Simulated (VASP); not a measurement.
NaNb:

```
CELL_PARAMETERS angstrom
0.00000 2.86345 2.86345
2.86345 0.00000 2.86345
2.86345 2.86345 0.00000
ATOMIC_POSITIONS crystal
Na 0.00000 0.00000 0.00000
Nb 0.50000 0.50000 0.50000
```

The cell was built by a generator and needn't be a form met in nature.

```yaml
Program: VASP 6.6.1
Task: single point
Functional: PBE
Potentials_or_basis: VASP PAW PBE potentials, release 64 (Na_pv, Nb_sv)
Cutoff: 520 eV
k_mesh: 8 × 8 × 8
Occupations: fermi-dirac, width 0.05 eV
Spin: no spin polarisation
```

On this cell: pressure -2.4 GPa; largest force zero by symmetry; band gap on the k mesh none (metal or under the smearing width).

The same run follows on a disturbed copy (atoms moved at random, drawn with an rms of 0.05 Å):

```
Na Nb
1.0
     0.00000    2.86345    2.86345
     2.86345    0.00000    2.86345
     2.86345    2.86345    0.00000
Na Nb
1 1
Direct
  0.00609 0.98803 0.99885
  0.51541 0.49118 0.49355
```

Task: What changes?

Result: The energy (extrapolated to zero smearing) moves by +1.6 meV/atom; pressure -2.4 GPa; largest force 0.165 eV/Å; band gap on the k mesh none (metal or under the smearing width).

Forces on the atoms (eV/Å):
```
Na  -0.027  0.050  0.155
Nb   0.027 -0.050 -0.155
```
